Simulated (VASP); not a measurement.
All values below come from optB86b-vdW, VASP's PBE PAW potentials (set 64) (plane waves; VASP).

VASP input:

File POSCAR:
```
Y
1
    1.8092302592    -3.1336790004     0.0000000000
    1.8092302592     3.1336790004     0.0000000000
    0.0000000000     0.0000000000     5.5690802500
Y
2
Direct
  0.3333330000   0.6666670000   0.2500000000
  0.6666670000   0.3333330000   0.7500000000
```

**INCAR**
```
SYSTEM = Y
PREC = Accurate
ENCUT = 520
EDIFF = 1E-7
NELM = 100
ALGO = Normal
LREAL = .FALSE.
LASPH = .TRUE.
ISMEAR = 1
SIGMA = 0.1
GGA = MK
PARAM1 = 0.1234
PARAM2 = 1.0
LUSE_VDW = .TRUE.
AGGAC = 0.0
LMAXMIX = 4
LWAVE = .FALSE.
LCHARG = .FALSE.
ISIF = 4
IBRION = 2
NSW = 30
EDIFFG = -0.01
```

**KPOINTS**
```
Automatic mesh
0
Gamma
12 12 7
0 0 0
```

POTCAR, in this order: Y_sv (PBE.64 set). Program: vasp_std.

Output

### OUTCAR
```
 ion  position               nearest neighbor table
   1  0.333  0.667  0.250-   2 3.48   2 3.48   2 3.48   2 3.48   2 3.48   2 3.48
   2  0.667  0.333  0.750-   1 3.48   1 3.48   1 3.48   1 3.48   1 3.48   1 3.48
  LATTYP: Found a hexagonal cell.
 ALAT       =     3.6184607513
 C/A-ratio  =     1.5390743835
 Subroutine PRICEL returns:
 Original cell was already a primitive cell.
 Subroutine GETGRP returns: Found 24 space group operations
The static configuration has the point symmetry D_3d.
 The point group associated with its full space group is D_6h.
The dynamic configuration has the point symmetry D_3d.
 Subroutine INISYM returns: Found 24 space group operations
 Subroutine IBZKPT returns following result:
 Found     76 irreducible k-points:

 Following reciprocal coordinates:
            Coordinates               Weight
  0.000000  0.000000  0.000000      1.000000
  0.083333  0.000000  0.000000      6.000000
  0.166667  0.000000  0.000000      6.000000
  0.250000 -0.000000  0.000000      6.000000
  0.333333 -0.000000  0.000000      6.000000
  0.416667  0.000000  0.000000      6.000000
  0.500000 -0.000000  0.000000      3.000000
  0.083333  0.083333  0.000000      6.000000
  0.166667  0.083333  0.000000     12.000000
  0.250000  0.083333  0.000000     12.000000
  0.333333  0.083333  0.000000     12.000000
  0.416667  0.083333  0.000000     12.000000
  0.166667  0.166667  0.000000      6.000000
  0.250000  0.166667  0.000000     12.000000
  0.333333  0.166667  0.000000     12.000000
  0.416667  0.166667  0.000000      6.000000
  0.250000  0.250000  0.000000      6.000000
  0.333333  0.250000  0.000000     12.000000
  0.333333  0.333333  0.000000      2.000000
  0.000000  0.000000  0.142857      2.000000
  0.083333  0.000000  0.142857     12.000000
  0.166667  0.000000  0.142857     12.000000
...
```

**OSZICAR**
```
       N       E                     dE             d eps       ncg     rms          rms(c)
DAV:   1     0.957682656770E+02    0.95768E+02   -0.11772E+04  2280   0.140E+03
DAV:   2    -0.770451853208E+00   -0.96539E+02   -0.95711E+02  2841   0.292E+02
DAV:   3    -0.834791320425E+01   -0.75775E+01   -0.75030E+01  4284   0.487E+01
DAV:   4    -0.849600993448E+01   -0.14810E+00   -0.14806E+00  2569   0.784E+00
DAV:   5    -0.849968714619E+01   -0.36772E-02   -0.36771E-02  3314   0.932E-01    0.342E+01
DAV:   6    -0.819828252349E+01    0.30140E+00   -0.40705E-01  2280   0.465E+00    0.211E+01
DAV:   7    -0.815458127010E+01    0.43701E-01   -0.76958E-01  2807   0.594E+00    0.179E+00
DAV:   8    -0.814543330071E+01    0.91480E-02   -0.16388E-01  2791   0.264E+00    0.114E+00
DAV:   9    -0.814445305648E+01    0.98024E-03   -0.36148E-03  3270   0.437E-01    0.320E-01
DAV:  10    -0.814452124185E+01   -0.68185E-04   -0.16576E-03  2490   0.422E-01    0.309E-01
DAV:  11    -0.814446740309E+01    0.53839E-04   -0.12174E-04  2901   0.107E-01    0.514E-02
DAV:  12    -0.814446540298E+01    0.20001E-05   -0.19886E-05  2787   0.449E-02    0.121E-02
DAV:  13    -0.814446615213E+01   -0.74915E-06   -0.24590E-06  2715   0.160E-02    0.116E-03
DAV:  14    -0.814446626012E+01   -0.10798E-06   -0.86526E-08  2190   0.225E-03    0.213E-03
DAV:  15    -0.814446622869E+01    0.31431E-07   -0.20365E-08  1553   0.125E-03
   1 F= -.81444662E+01 E0= -.81432300E+01  d E =-.814447E+01
       N       E                     dE             d eps       ncg     rms          rms(c)
DAV:   1    -0.814723531396E+01   -0.27691E-02   -0.13070E-01  2280   0.293E+00    0.254E-01
DAV:   2    -0.814573422616E+01    0.15011E-02   -0.38206E-03  2469   0.441E-01    0.148E-01
DAV:   3    -0.814510251330E+01    0.63171E-03   -0.16531E-03  2938   0.304E-01    0.100E-01
DAV:   4    -0.814510908043E+01   -0.65671E-05   -0.50076E-05  2798   0.523E-02    0.338E-02
DAV:   5    -0.814510146131E+01    0.76191E-05   -0.23446E-05  3015   0.361E-02    0.425E-03
DAV:   6    -0.814510151456E+01   -0.53246E-07   -0.79784E-07  2847   0.651E-03
   2 F= -.81451015E+01 E0= -.81439433E+01  d E =-.635286E-03
       N       E                     dE             d eps       ncg     rms          rms(c)
DAV:   1    -0.814706239179E+01   -0.19609E-02   -0.10696E-01  2280   0.265E+00    0.230E-01
DAV:   2    -0.814582439335E+01    0.12380E-02   -0.31354E-03  2462   0.399E-01    0.135E-01
DAV:   3    -0.814530487302E+01    0.51952E-03   -0.13603E-03  2896   0.275E-01    0.920E-02
DAV:   4    -0.814531009994E+01   -0.52269E-05   -0.40959E-05  2777   0.474E-02    0.309E-02
DAV:   5    -0.814530383745E+01    0.62625E-05   -0.19237E-05  2966   0.326E-02    0.384E-03
DAV:   6    -0.814530388578E+01   -0.48333E-07   -0.65199E-07  2847   0.590E-03
   3 F= -.81453039E+01 E0= -.81442506E+01  d E =-.837657E-03
```

OUTCAR:
```
------------------------ aborting loop because EDIFF is reached ----------------------------------------
  FORCE on cell =-STRESS in cart. coord.  units (eV):
  Direction    XX          YY          ZZ          XY          YZ          ZX
  --------------------------------------------------------------------------------------
  Total        0.0749719      0.0749719      0.0813782      0.0000000     -0.0000000      0.0000000
  in kB        1.9021619      1.9021622      2.0646987      0.0000000     -0.0000000      0.0000000
  external PRESSURE =       1.9563409 kB  Pullay stress =       0.0000000 kB
  volume of cell :       63.15
      direct lattice vectors                 reciprocal lattice vectors
     1.802871544 -3.122665382 -0.000000000     0.277335344 -0.160119622 -0.000000000
     1.802871544  3.122665382 -0.000000000     0.277335344  0.160119622  0.000000000
     0.000000000 -0.000000000  5.608433741     0.000000000  0.000000000  0.178302900
 POSITION                                       TOTAL-FORCE (eV/Angst)
 -----------------------------------------------------------------------------------
      1.80287      1.04089      1.40211         0.000000      0.000000      0.000000
      1.80287     -1.04089      4.20633         0.000000     -0.000000      0.000000
 -----------------------------------------------------------------------------------
    total drift:                                0.000000      0.000514     -0.000010
  FREE ENERGIE OF THE ION-ELECTRON SYSTEM (eV)
  ---------------------------------------------------
  free  energy   TOTEN  =        -8.1453038858 eV

  energy  without entropy=       -8.1421439102  energy(sigma->0) =       -8.14425056

 reached required accuracy - stopping structural energy minimisation
```
(Selected blocks of OUTCAR.)

CONTCAR:
```
Y
   1.00000000000000
     1.8028715439735485   -3.1226653818716468   -0.0000000000000000
     1.8028715439735485    3.1226653818716468   -0.0000000000000000
     0.0000000000000000   -0.0000000000000000    5.6084337406719875
  Y
     2
Direct
     0.3333330000000032    0.6666669999999968    0.2500000000000000
     0.6666669999999968    0.3333330000000032    0.7500000000000000
```

The compound is Y in the hcp structure. This run relaxes it. Symmetry was kept, so distortions that lower it aren't found.
